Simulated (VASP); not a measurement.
```yaml
crystal:
  lattice:
    - [1.55243, -2.68888, 0.00000]
    - [1.55243, 2.68888, 0.00000]
    - [0.00000, 0.00000, 5.09741]
  atoms:
    - { symbol: Si, position: [0.66667, 0.33333, 0.49956] }
    - { symbol: Si, position: [0.33333, 0.66667, 0.99956] }
    - { symbol: C, position: [0.66667, 0.33333, 0.87544] }
    - { symbol: C, position: [0.33333, 0.66667, 0.37544] }
```

Computed with RPBE GGA, VASP's PBE PAW potentials (set 64) (plane waves; VASP). Numerical set-up: 520 eV cut-off, 7×7×4 Γ-centred mesh, Gaussian smearing of 0.050 eV, potentials Si C.

**Question.** Predict the energy per atom (σ→0).

**Answer.** 
```json
{
 "energy per atom (σ→0)": "-7.159 eV/atom"
}
```

Only differences to runs with the same potentials and settings are physical.

The compound is SiC in the wurtzite structure, the rare 2H polytype. It was relaxed first. The start is the result of an earlier pass.
